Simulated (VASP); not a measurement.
Output of a VASP run:

**OUTCAR**
```
 ion  position               nearest neighbor table
   1  0.250  0.250  0.250-   3 2.44   3 2.44   3 2.44   3 2.44   2 2.82   2 2.82   2 2.82   2 2.82
                             2 2.82   2 2.82
   2  0.750  0.750  0.750-   3 2.44   3 2.44   3 2.44   3 2.44   1 2.82   1 2.82   1 2.82   1 2.82
                             1 2.82   1 2.82
   3  0.000  0.000  0.000-   2 2.44   2 2.44   2 2.44   1 2.44   2 2.44   1 2.44   1 2.44   1 2.44
  LATTYP: Found a face centered cubic cell.
 ALAT       =     5.6353959068
 Subroutine PRICEL returns:
 Original cell was already a primitive cell.
 Subroutine GETGRP returns: Found 48 space group operations
The static configuration has the point symmetry O_h .
The dynamic configuration has the point symmetry O_h .
 Subroutine INISYM returns: Found 48 space group operations
 Subroutine IBZKPT returns following result:
 Found     35 irreducible k-points:

 Following reciprocal coordinates:
            Coordinates               Weight
  0.000000  0.000000  0.000000      1.000000
  0.111111  0.000000  0.000000      8.000000
  0.222222  0.000000  0.000000      8.000000
  0.333333  0.000000  0.000000      8.000000
  0.444444  0.000000  0.000000      8.000000
  0.111111  0.111111  0.000000      6.000000
  0.222222  0.111111  0.000000     24.000000
  0.333333  0.111111  0.000000     24.000000
  0.444444  0.111111  0.000000     24.000000
 -0.444444  0.111111  0.000000     24.000000
 -0.333333  0.111111  0.000000     24.000000
 -0.222222  0.111111  0.000000     24.000000
 -0.111111  0.111111  0.000000     12.000000
  0.222222  0.222222  0.000000      6.000000
  0.333333  0.222222  0.000000     24.000000
  0.444444  0.222222  0.000000     24.000000
 -0.444444  0.222222  0.000000     24.000000
 -0.333333  0.222222  0.000000     24.000000
 -0.222222  0.222222  0.000000     12.000000
  0.333333  0.333333  0.000000      6.000000
  0.444444  0.333333  0.000000     24.000000
 -0.444444  0.333333  0.000000     24.000000
 -0.333333  0.333333  0.000000     12.000000
  0.444444  0.444444  0.000000      6.000000
 -0.444444  0.444444  0.000000     12.000000
  0.333333  0.222222  0.111111     24.000000
  0.444444  0.222222  0.111111     48.000000
 -0.444444  0.222222  0.111111     48.000000
  0.444444  0.333333  0.111111     24.000000
 -0.444444  0.333333  0.111111     48.000000
 -0.333333  0.333333  0.111111     48.000000
 -0.222222  0.333333  0.111111     24.000000
 -0.444444  0.444444  0.111111     24.000000
 -0.333333  0.444444  0.111111     24.000000
 -0.333333  0.444444  0.222222     24.000000
   k-points           NKPTS =     35   k-points in BZ     NKDIM =     35   number of bands    NBANDS=     12
   number of dos      NEDOS =    301   number of ions     NIONS =      3
   total plane-waves  NPLWV =  27000
   dimension x,y,z NGX =    30 NGY =   30 NGZ =   30
   dimension x,y,z NGXF=    60 NGYF=   60 NGZF=   60
   ions per type =               2   1
   PREC   = accura    normal or accurate (medium, high low for compatibility)
   ISTART =      0    job   : 0-new  1-cont  2-samecut
   ICHARG =      2    charge: 1-file 2-atom 10-const
   ISPIN  =      1    spin polarized calculation?
   LNONCOLLINEAR =      F non collinear calculations
   LSORBIT =      F    spin-orbit coupling
   INIWAV =      1    electr: 0-lowe 1-rand  2-diag
   ENCUT  =  500.0 eV  36.75 Ry    6.06 a.u.   7.27  7.27  7.27*2*pi/ulx,y,z
   NELM   =    100;   NELMIN=  2; NELMDL= -5     # of ELM steps
   EDIFF  = 0.1E-05   stopping-criterion for ELM
   LREAL  =      F    real-space projection
   NLSPLINE    = F    spline interpolate recip. space projectors
   LMAXMIX     =    6 max onsite mixed and CHGCAR
   VOSKOWN=      0    Vosko Wilk Nusair interpolation
   EDIFFG = -.2E-01   stopping-criterion for IOM
   NSW    =     40    number of steps for IOM
   NBLOCK =      1;   KBLOCK =     40    inner block; outer block
   IBRION =      2    ionic relax: 0-MD 1-quasi-New 2-CG
   NFREE  =      1    steps in history (QN), initial steepest desc. (CG)
   ISIF   =      3    stress and relaxation
...
```

File OSZICAR:
```
       N       E                     dE             d eps       ncg     rms          rms(c)
DAV:   1     0.599105142896E+02    0.59911E+02   -0.73316E+03   856   0.117E+03
DAV:   2    -0.135055078561E+02   -0.73416E+02   -0.68713E+02   916   0.213E+02
DAV:   3    -0.152228119574E+02   -0.17173E+01   -0.16932E+01  1080   0.323E+01
DAV:   4    -0.152341701339E+02   -0.11358E-01   -0.11355E-01   976   0.309E+00
DAV:   5    -0.152342932756E+02   -0.12314E-03   -0.12314E-03  1072   0.326E-01    0.117E+01
DAV:   6    -0.137772242475E+02    0.14571E+01   -0.64045E+00   960   0.293E+01    0.415E+00
DAV:   7    -0.136777075563E+02    0.99517E-01   -0.23157E-01   920   0.548E+00    0.216E+00
DAV:   8    -0.136278972954E+02    0.49810E-01   -0.22998E-02   980   0.119E+00    0.421E-01
DAV:   9    -0.136268290133E+02    0.10683E-02   -0.18758E-03  1004   0.493E-01    0.217E-01
DAV:  10    -0.136268649441E+02   -0.35931E-04   -0.11152E-04   972   0.112E-01    0.407E-02
DAV:  11    -0.136268573194E+02    0.76247E-05   -0.44079E-06  1012   0.160E-02    0.109E-02
DAV:  12    -0.136268573209E+02   -0.15232E-08   -0.15977E-07   556   0.380E-03
   1 F= -.52491733E+01 E0= -.52495860E+01  d E =-.524917E+01
```

### OUTCAR
```
------------------------ aborting loop because EDIFF is reached ----------------------------------------
  FORCE on cell =-STRESS in cart. coord.  units (eV):
  Direction    XX          YY          ZZ          XY          YZ          ZX
  --------------------------------------------------------------------------------------
  Total        8.3862428      8.3862428      8.3862428      0.0000000     -0.0000000      0.0000000
  in kB      300.3064838    300.3064838    300.3064838      0.0000000     -0.0000000      0.0000000
  external PRESSURE =       0.3064838 kB  Pullay stress =     300.0000000 kB
  volume of cell :       44.74
      direct lattice vectors                 reciprocal lattice vectors
     0.000000000  2.817697953  2.817697953    -0.177449822  0.177449822  0.177449822
     2.817697953  0.000000000  2.817697953     0.177449822 -0.177449822  0.177449822
     2.817697953  2.817697953  0.000000000     0.177449822  0.177449822 -0.177449822
 POSITION                                       TOTAL-FORCE (eV/Angst)
 -----------------------------------------------------------------------------------
      1.40885      1.40885      1.40885         0.000000      0.000000      0.000000
      4.22655      4.22655      4.22655         0.000000     -0.000000     -0.000000
      0.00000      0.00000      0.00000        -0.000000     -0.000000     -0.000000
 -----------------------------------------------------------------------------------
    total drift:                                0.000000     -0.000000     -0.000000
  FREE ENERGIE OF THE ION-ELECTRON SYSTEM (eV)
  ---------------------------------------------------
  free  energy   TOTEN  =       -13.6268573209 eV

  energy  without entropy=      -13.6280956304  energy(sigma->0) =      -13.62727009
  enthalpy is  TOTEN    =        -5.2491732722 eV   P V=        8.3776840488

 reached required accuracy - stopping structural energy minimisation
```
(Selected blocks of OUTCAR.)

**POSCAR**
```
AuAl2
1
    0.0000000000     2.8176979534     2.8176979534
    2.8176979534    -0.0000000000     2.8176979534
    2.8176979534     2.8176979534    -0.0000000000
Al Au
2 1
Direct
  0.2500000000   0.2500000000   0.2500000000
  0.7500000000   0.7500000000   0.7500000000
  0.0000000000   0.0000000000   0.0000000000
```

Q: Reconstruct the remaining input files.

A: This is not unique; one that fits is the input of the run itself, LDA (Ceperley-Alder, Perdew-Zunger), plane waves, VASP's LDA PAW potentials (set 64).

### KPOINTS
```
kpoints
0
G
  9 9 9
0 0 0
```

**INCAR**
```
EDIFFG=-0.02
NELM=100
SIGMA=0.1   ! width (eV)
ENCUT=500
LASPH=.True.
SYSTEM=AuAl2
ALGO=Normal   ! blocked Davidson
LWAVE=.False.
PSTRESS=300
LCHARG=.False.
NSW=40   ! most ionic steps
ISIF=3
ISMEAR=1   ! Methfessel-Paxton
LREAL=.False.
EDIFF=1E-6
PREC=Accurate
LMAXMIX=6   ! l cut-off of mixed one-centre charges
IBRION=2   ! conjugate gradients
```

POTCAR, in this order: Al Au (LDA.64 set). Program: vasp_std.

The compound is AuAl2 in the fluorite structure. It was relaxed first under an external pressure of 30 GPa. The electron count is odd and the run is not spin-polarised, which forces a metal.
